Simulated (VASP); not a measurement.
OSZICAR of a VASP run on SnO (litharge):

OSZICAR:
```
       N       E                     dE             d eps       ncg     rms          rms(c)
DAV:   1     0.423884704296E+03    0.42388E+03   -0.23188E+04  3664   0.320E+03
DAV:   2     0.267257956059E+02   -0.39716E+03   -0.38927E+03  3808   0.646E+02
DAV:   3    -0.262090444066E+02   -0.52935E+02   -0.52468E+02  4376   0.202E+02
DAV:   4    -0.280131953202E+02   -0.18042E+01   -0.18012E+01  4128   0.403E+01
DAV:   5    -0.280548247146E+02   -0.41629E-01   -0.41627E-01  4552   0.634E+00    0.119E+01
DAV:   6    -0.246851154607E+02    0.33697E+01   -0.16907E+01  5968   0.518E+01    0.497E+00
DAV:   7    -0.247172053405E+02   -0.32090E-01   -0.15818E+00  3712   0.895E+00    0.255E+00
DAV:   8    -0.246851367114E+02    0.32069E-01   -0.34153E-01  5632   0.542E+00    0.821E-01
DAV:   9    -0.246692058025E+02    0.15931E-01   -0.97878E-02  5688   0.419E+00    0.194E-01
DAV:  10    -0.246695876885E+02   -0.38189E-03   -0.94347E-03  5544   0.108E+00    0.997E-02
DAV:  11    -0.246693889144E+02    0.19877E-03   -0.12894E-03  5616   0.481E-01    0.218E-02
DAV:  12    -0.246694123564E+02   -0.23442E-04   -0.27508E-04  4840   0.115E-01    0.241E-02
DAV:  13    -0.246694049573E+02    0.73991E-05   -0.33667E-05  5312   0.818E-02    0.465E-03
DAV:  14    -0.246694052699E+02   -0.31261E-06   -0.22927E-06  3184   0.150E-02
   1 F= -.10642517E+02 E0= -.10642410E+02  d E =-.106425E+02
       N       E                     dE             d eps       ncg     rms          rms(c)
DAV:   1    -0.330022786687E+02   -0.83329E+01   -0.21741E+02  4640   0.250E+02    0.221E+01
DAV:   2    -0.234977446007E+02    0.95045E+01   -0.22741E+01  4984   0.967E+01    0.777E+00
DAV:   3    -0.219755047520E+02    0.15222E+01   -0.40777E+00  5224   0.497E+01    0.218E+00
DAV:   4    -0.218249668840E+02    0.15054E+00   -0.65854E-01  6056   0.171E+01    0.716E-01
DAV:   5    -0.218270923329E+02   -0.21254E-02   -0.17252E-01  4888   0.423E+00    0.367E-01
DAV:   6    -0.218228820627E+02    0.42103E-02   -0.13554E-02  4600   0.970E-01    0.160E-01
DAV:   7    -0.218225605540E+02    0.32151E-03   -0.20424E-03  5240   0.540E-01    0.119E-01
DAV:   8    -0.218224279709E+02    0.13258E-03   -0.58653E-04  5288   0.544E-01    0.149E-02
DAV:   9    -0.218224347253E+02   -0.67543E-05   -0.84384E-05  5208   0.855E-02    0.172E-02
DAV:  10    -0.218224318443E+02    0.28809E-05   -0.93909E-06  5016   0.413E-02    0.630E-03
DAV:  11    -0.218224314864E+02    0.35793E-06   -0.19217E-06  2336   0.130E-02
   2 F= -.10039356E+02 E0= -.10039171E+02  d E =0.603161E+00
       N       E                     dE             d eps       ncg     rms          rms(c)
DAV:   1    -0.289490477669E+02   -0.71266E+01   -0.12923E+02  4600   0.259E+02    0.136E+01
DAV:   2    -0.250310722296E+02    0.39180E+01   -0.10280E+01  4808   0.497E+01    0.543E+00
DAV:   3    -0.241594731436E+02    0.87160E+00   -0.24146E+00  4880   0.323E+01    0.114E+00
DAV:   4    -0.241041952193E+02    0.55278E-01   -0.45961E-01  5472   0.107E+01    0.840E-01
DAV:   5    -0.240968053019E+02    0.73899E-02   -0.11736E-01  4768   0.307E+00    0.278E-01
DAV:   6    -0.240932984350E+02    0.35069E-02   -0.89585E-03  4192   0.775E-01    0.143E-01
DAV:   7    -0.240933806510E+02   -0.82216E-04   -0.38470E-03  5440   0.547E-01    0.155E-01
DAV:   8    -0.240929188169E+02    0.46183E-03   -0.18196E-03  5688   0.519E-01    0.115E-02
DAV:   9    -0.240929289756E+02   -0.10159E-04   -0.12768E-04  3856   0.836E-02    0.121E-02
DAV:  10    -0.240929281477E+02    0.82788E-06   -0.40309E-06  4488   0.249E-02
   3 F= -.10770309E+02 E0= -.10769950E+02  d E =-.127793E+00
       N       E                     dE             d eps       ncg     rms          rms(c)
DAV:   1    -0.240693704745E+02    0.23559E-01   -0.28685E-02  4456   0.334E+00    0.221E-01
DAV:   2    -0.240683552406E+02    0.10152E-02   -0.25103E-03  4920   0.850E-01    0.820E-02
DAV:   3    -0.240681589129E+02    0.19633E-03   -0.45949E-04  4944   0.549E-01    0.202E-02
DAV:   4    -0.240681402141E+02    0.18699E-04   -0.58100E-05  5704   0.170E-01    0.630E-03
DAV:   5    -0.240681397635E+02    0.45064E-06   -0.13214E-05  4496   0.362E-02    0.288E-03
DAV:   6    -0.240681389076E+02    0.85585E-06   -0.12685E-06  2336   0.120E-02
   4 F= -.10770573E+02 E0= -.10770218E+02  d E =-.128056E+00
       N       E                     dE             d eps       ncg     rms          rms(c)
DAV:   1    -0.239507418686E+02    0.11740E+00   -0.11598E+01  4448   0.250E+01    0.148E+00
DAV:   2    -0.239495517613E+02    0.11901E-02   -0.48950E-01  4440   0.672E+00    0.590E-01
DAV:   3    -0.239401426889E+02    0.94091E-02   -0.43712E-02  4816   0.463E+00    0.213E-01
DAV:   4    -0.239399332009E+02    0.20949E-03   -0.93526E-03  5544   0.116E+00    0.116E-01
DAV:   5    -0.239398787467E+02    0.54454E-04   -0.55294E-04  4376   0.182E-01    0.640E-02
DAV:   6    -0.239398424520E+02    0.36295E-04   -0.45502E-05  5624   0.925E-02    0.134E-02
DAV:   7    -0.239398431063E+02   -0.65421E-06   -0.14175E-05  4072   0.398E-02    0.950E-03
DAV:   8    -0.239398428435E+02    0.26272E-06   -0.88635E-07  2080   0.275E-02
   5 F= -.10791552E+02 E0= -.10791376E+02  d E =-.209796E-01
       N       E                     dE             d eps       ncg     rms          rms(c)
DAV:   1    -0.239696397405E+02   -0.29797E-01   -0.42091E-01  5024   0.517E+00    0.263E-01
DAV:   2    -0.239688629956E+02    0.77674E-03   -0.11222E-02  4888   0.125E+00    0.101E-01
DAV:   3    -0.239685499106E+02    0.31309E-03   -0.11730E-03  4864   0.767E-01    0.274E-02
DAV:   4    -0.239685409720E+02    0.89386E-05   -0.23482E-04  5496   0.186E-01    0.120E-02
DAV:   5    -0.239685412002E+02   -0.22818E-06   -0.21103E-05  3976   0.344E-02    0.972E-03
DAV:   6    -0.239685392889E+02    0.19112E-05   -0.20704E-06  2928   0.112E-02    0.460E-03
DAV:   7    -0.239685389159E+02    0.37306E-06   -0.54366E-07  1872   0.873E-03
   6 F= -.10792696E+02 E0= -.10792469E+02  d E =-.221228E-01
       N       E                     dE             d eps       ncg     rms          rms(c)
DAV:   1    -0.239816009408E+02   -0.13062E-01   -0.12111E-01  4264   0.329E+00    0.311E-01
DAV:   2    -0.239803915171E+02    0.12094E-02   -0.43538E-03  4816   0.115E+00    0.183E-01
DAV:   3    -0.239795647588E+02    0.82676E-03   -0.91771E-04  5824   0.685E-01    0.211E-02
DAV:   4    -0.239795825955E+02   -0.17837E-04   -0.23339E-04  4016   0.160E-01    0.118E-02
DAV:   5    -0.239795822803E+02    0.31513E-06   -0.76158E-06  4800   0.504E-02
   7 F= -.10793647E+02 E0= -.10793359E+02  d E =-.951060E-03
       N       E                     dE             d eps       ncg     rms          rms(c)
DAV:   1    -0.239942286857E+02   -0.14646E-01   -0.16441E-01  4256   0.382E+00    0.362E-01
DAV:   2    -0.239925826896E+02    0.16460E-02   -0.59165E-03  4848   0.135E+00    0.214E-01
DAV:   3    -0.239914579894E+02    0.11247E-02   -0.12501E-03  5776   0.797E-01    0.246E-02
DAV:   4    -0.239914829049E+02   -0.24915E-04   -0.32202E-04  4032   0.187E-01    0.138E-02
DAV:   5    -0.239914824693E+02    0.43556E-06   -0.10331E-05  5056   0.575E-02    0.489E-03
DAV:   6    -0.239914824119E+02    0.57378E-07   -0.88251E-07  2048   0.165E-02
   8 F= -.10793993E+02 E0= -.10793650E+02  d E =-.129727E-02
       N       E                     dE             d eps       ncg     rms          rms(c)
DAV:   1    -0.239332890262E+02    0.58193E-01   -0.30698E-01  4520   0.948E+00    0.688E-01
DAV:   2    -0.239245656874E+02    0.87233E-02   -0.29902E-02  5048   0.249E+00    0.281E-01
DAV:   3    -0.239225325568E+02    0.20331E-02   -0.39685E-03  4912   0.156E+00    0.920E-02
DAV:   4    -0.239222883345E+02    0.24422E-03   -0.70356E-04  5368   0.511E-01    0.219E-02
DAV:   5    -0.239222834620E+02    0.48724E-05   -0.20735E-04  5216   0.188E-01    0.110E-02
DAV:   6    -0.239222809350E+02    0.25270E-05   -0.14740E-05  5408   0.451E-02    0.565E-03
DAV:   7    -0.239222806944E+02    0.24061E-06   -0.18678E-06  2672   0.216E-02
   9 F= -.10793430E+02 E0= -.10793074E+02  d E =0.562829E-03
       N       E                     dE             d eps       ncg     rms          rms(c)
DAV:   1    -0.239752664975E+02   -0.52986E-01   -0.14562E-01  4528   0.659E+00    0.471E-01
DAV:   2    -0.239711665483E+02    0.40999E-02   -0.14096E-02  5040   0.171E+00    0.193E-01
DAV:   3    -0.239702036331E+02    0.96292E-03   -0.18606E-03  4896   0.106E+00    0.627E-02
DAV:   4    -0.239700890168E+02    0.11462E-03   -0.33281E-04  5400   0.350E-01    0.149E-02
DAV:   5    -0.239700864698E+02    0.25470E-05   -0.95601E-05  5104   0.127E-01    0.741E-03
DAV:   6    -0.239700852970E+02    0.11728E-05   -0.65860E-06  4432   0.313E-02    0.376E-03
DAV:   7    -0.239700851994E+02    0.97524E-07   -0.97866E-07  1984   0.155E-02
  10 F= -.10794136E+02 E0= -.10793788E+02  d E =-.143336E-03
```

Q: Which electronic solver shows in the log?

A: It is blocked Davidson (ALGO = Normal, or the opening steps of other solvers). The INCAR had ALGO = Normal.

Q: Can the final energy be trusted as converged?

A: Self-consistency was reached. It stopped with EDIFF = 1E-6, NELM = 100, NSW = 40 and EDIFFG = -0.02 after 10 ionic steps (LDA (Ceperley-Alder, Perdew-Zunger), plane waves, VASP's LDA PAW potentials (set 64)). Energy and stress use the plane-wave basis of the starting cell.

The compound is SnO in the litharge structure. This run relaxes it under an external pressure of 45 GPa. Symmetry was kept, so distortions that lower it aren't found.
